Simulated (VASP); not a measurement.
Level of theory: r2SCAN meta-GGA, VASP's PBE PAW potentials (set 64) (plane waves; VASP).

A VASP calculation is set up with these files.

INCAR:
```
SYSTEM = GaNi
PREC = Accurate
ENCUT = 400
EDIFF = 1E-6
NELM = 100
ALGO = Normal
LREAL = .FALSE.
LASPH = .TRUE.
ISMEAR = 1
SIGMA = 0.1
METAGGA = R2SCAN
LMIXTAU = .TRUE.
LMAXMIX = 4
LWAVE = .FALSE.
LCHARG = .FALSE.
IBRION = 2
ISIF = 3
NSW = 60
EDIFFG = -0.01
```

### KPOINTS
```
Automatic
0
Gamma
  11 11 11
0 0 0
```

**POSCAR**
```
GaNi
1
    2.8775800000     0.0000000000     0.0000000000
    0.0000000000     2.8775800000     0.0000000000
    0.0000000000     0.0000000000     2.8775800000
Ga Ni
1 1
Direct
  0.0000000000   0.0000000000   0.0000000000
  0.5000000000   0.5000000000   0.5000000000
```

POTCAR, in this order: Ga_d Ni (PBE.64 set). Program: vasp_std.

Output

OSZICAR:
```
       N       E                     dE             d eps       ncg     rms          rms(c)
DAV:   1     0.695329926764E+02    0.69533E+02   -0.10528E+04  1792   0.247E+03
DAV:   2    -0.234227400745E+02   -0.92956E+02   -0.91222E+02  1729   0.329E+02
DAV:   3    -0.273763162788E+02   -0.39536E+01   -0.38954E+01  1911   0.753E+01
DAV:   4    -0.274204126765E+02   -0.44096E-01   -0.44087E-01  2216   0.780E+00
DAV:   5    -0.274213697788E+02   -0.95710E-03   -0.95709E-03  2022   0.970E-01    0.941E+00
DAV:   6    -0.259952176881E+02    0.14262E+01   -0.26824E+01  1745   0.801E+01    0.125E+01
DAV:   7    -0.241173558119E+02    0.18779E+01   -0.70794E+00  1736   0.484E+01    0.165E+00
DAV:   8    -0.241732615837E+02   -0.55906E-01   -0.64256E-01  2321   0.102E+01    0.178E+00
DAV:   9    -0.241366368778E+02    0.36625E-01   -0.13799E-01  1923   0.586E+00    0.238E-01
DAV:  10    -0.241423869740E+02   -0.57501E-02   -0.17929E-02  2370   0.156E+00    0.231E-01
DAV:  11    -0.241422831244E+02    0.10385E-03   -0.14757E-03  2158   0.524E-01    0.105E-01
DAV:  12    -0.241421795985E+02    0.10353E-03   -0.34700E-04  2116   0.281E-01    0.322E-02
DAV:  13    -0.241422101848E+02   -0.30586E-04   -0.65401E-05  1807   0.810E-02    0.383E-03
DAV:  14    -0.241422088812E+02    0.13036E-05   -0.29847E-06  1859   0.160E-02    0.132E-03
DAV:  15    -0.241422080941E+02    0.78706E-06   -0.30344E-07  1050   0.784E-03
   1 F= -.24142208E+02 E0= -.24142310E+02  d E =-.241422E+02
       N       E                     dE             d eps       ncg     rms          rms(c)
DAV:   1    -0.241579137489E+02   -0.15705E-01   -0.19166E-01  1708   0.851E+00    0.992E-01
DAV:   2    -0.241562151840E+02    0.16986E-02   -0.17936E-01  1701   0.681E+00    0.886E-01
DAV:   3    -0.241434438263E+02    0.12771E-01   -0.67483E-02  1722   0.441E+00    0.248E-01
DAV:   4    -0.241423417833E+02    0.11020E-02   -0.22037E-03  2270   0.752E-01    0.599E-02
DAV:   5    -0.241422408861E+02    0.10090E-03   -0.36753E-04  2516   0.354E-01    0.252E-02
DAV:   6    -0.241422365191E+02    0.43671E-05   -0.69744E-05  2298   0.131E-01    0.605E-03
DAV:   7    -0.241422344484E+02    0.20706E-05   -0.52299E-06  1913   0.226E-02    0.334E-03
DAV:   8    -0.241422334903E+02    0.95816E-06   -0.23295E-06  1318   0.197E-02
   2 F= -.24142233E+02 E0= -.24142336E+02  d E =-.253962E-04
       N       E                     dE             d eps       ncg     rms          rms(c)
DAV:   1    -0.241456807481E+02   -0.34463E-02   -0.40032E-02  1708   0.393E+00    0.452E-01
DAV:   2    -0.241452491612E+02    0.43159E-03   -0.37107E-02  1708   0.310E+00    0.403E-01
DAV:   3    -0.241426299165E+02    0.26192E-02   -0.14238E-02  1730   0.199E+00    0.115E-01
DAV:   4    -0.241423817366E+02    0.24818E-03   -0.46255E-04  2271   0.351E-01    0.265E-02
DAV:   5    -0.241423648106E+02    0.16926E-04   -0.69530E-05  2474   0.153E-01    0.104E-02
DAV:   6    -0.241423673953E+02   -0.25847E-05   -0.15463E-05  2285   0.615E-02    0.316E-03
DAV:   7    -0.241423696642E+02   -0.22689E-05   -0.87140E-07  1200   0.117E-02    0.163E-03
DAV:   8    -0.241423711075E+02   -0.14432E-05   -0.26374E-07   882   0.681E-03    0.485E-04
DAV:   9    -0.241423711663E+02   -0.58767E-07   -0.73866E-08   861   0.443E-03
   3 F= -.24142371E+02 E0= -.24142473E+02  d E =-.163072E-03
```

**OUTCAR**
```
------------------------ aborting loop because EDIFF is reached ----------------------------------------
  FORCE on cell =-STRESS in cart. coord.  units (eV):
  Direction    XX          YY          ZZ          XY          YZ          ZX
  --------------------------------------------------------------------------------------
  Total        0.0165528      0.0165528      0.0165528     -0.0000000     -0.0000000      0.0000000
  in kB        1.1171036      1.1171036      1.1171036     -0.0000000     -0.0000000      0.0000000
  external PRESSURE =       1.1171036 kB  Pullay stress =       0.0000000 kB
  volume of cell :       23.74
      direct lattice vectors                 reciprocal lattice vectors
     2.874063199 -0.000000000 -0.000000000     0.347939461  0.000000000 -0.000000000
    -0.000000000  2.874063199 -0.000000000     0.000000000  0.347939461  0.000000000
     0.000000000 -0.000000000  2.874063199     0.000000000  0.000000000  0.347939461
 POSITION                                       TOTAL-FORCE (eV/Angst)
 -----------------------------------------------------------------------------------
      0.00000      0.00000      0.00000         0.000000     -0.000000      0.000000
      1.43703      1.43703      1.43703        -0.000000      0.000000      0.000000
 -----------------------------------------------------------------------------------
    total drift:                               -0.000000      0.000000      0.000000
  FREE ENERGIE OF THE ION-ELECTRON SYSTEM (eV)
  ---------------------------------------------------
  free  energy   TOTEN  =       -24.1423711663 eV

  energy  without entropy=      -24.1426778283  energy(sigma->0) =      -24.14247339

 reached required accuracy - stopping structural energy minimisation
```
(Selected blocks of OUTCAR.)

### CONTCAR
```
GaNi
   1.00000000000000
     2.8740631985467497   -0.0000000000000000   -0.0000000000000000
    -0.0000000000000000    2.8740631985467497   -0.0000000000000000
     0.0000000000000000   -0.0000000000000000    2.8740631985467497
  Ga              Ni
     1     1
Direct
     0.0000000000000000    0.0000000000000000    0.0000000000000000
     0.5000000000000000    0.5000000000000000    0.5000000000000000
```

OUTCAR:
```
 val. band max:        9.4096150886   @ k =   0.3636   0.2727   0.0909

 cond. band min:       9.5220934046   @ k =   0.3636   0.1818   0.1818


 Fermi energy:         9.4358854717

 k-point     1 :       0.0000    0.0000    0.0000
  band No.  band energies     occupation
      1      -6.3589      2.00000
      2      -6.3589      2.00000
      3      -5.9914      2.00000
      4      -5.9914      2.00000
      5      -5.9914      2.00000
      6      -3.3825      2.00000
      7       6.4219      2.00000
      8       6.4219      2.00000
      9       8.0201      2.00000
     10       8.0201      2.00000
     11       8.0201      2.00000
     12      14.7870      0.00000
     13      14.7870      0.00000
     14      14.7870      0.00000
     15      20.3975      0.00000

 k-point     2 :       0.0909    0.0000    0.0000
  band No.  band energies     occupation
      1      -6.3544      2.00000
      2      -6.3366      2.00000
      3      -5.9996      2.00000
      4      -5.9996      2.00000
      5      -5.9893      2.00000
      6      -3.2190      2.00000
      7       6.3964      2.00000
      8       6.4379      2.00000
      9       7.9337      2.00000
     10       7.9337      2.00000
     11       8.0206      2.00000
     12      13.5005      0.00000
     13      15.0555      0.00000
     14      15.0555      0.00000
     15      20.4503      0.00000

 k-point     3 :       0.1818    0.0000    0.0000
  band No.  band energies     occupation
      1      -6.3423      2.00000
      2      -6.2786      2.00000
      3      -6.0222      2.00000
      4      -6.0222      2.00000
      5      -5.9845      2.00000
      6      -2.7273      2.00000
      7       6.2220      2.00000
      8       6.4814      2.00000
      9       7.7199      2.00000
     10       7.7199      2.00000
     11       8.0213      2.00000
     12      11.3520     -0.00000
     13      15.8143      0.00000
     14      15.8143      0.00000
     15      20.6092      0.00000
...
```

The structure comes from a computed database's GaNi entry (Pm-3m); how it stands against other phases isn't given here. This run relaxes it. Symmetry was kept, so distortions that lower it aren't found. The run is not spin-polarised, so no magnetic state was tried. The electron count is odd and the run is not spin-polarised, which forces a metal.
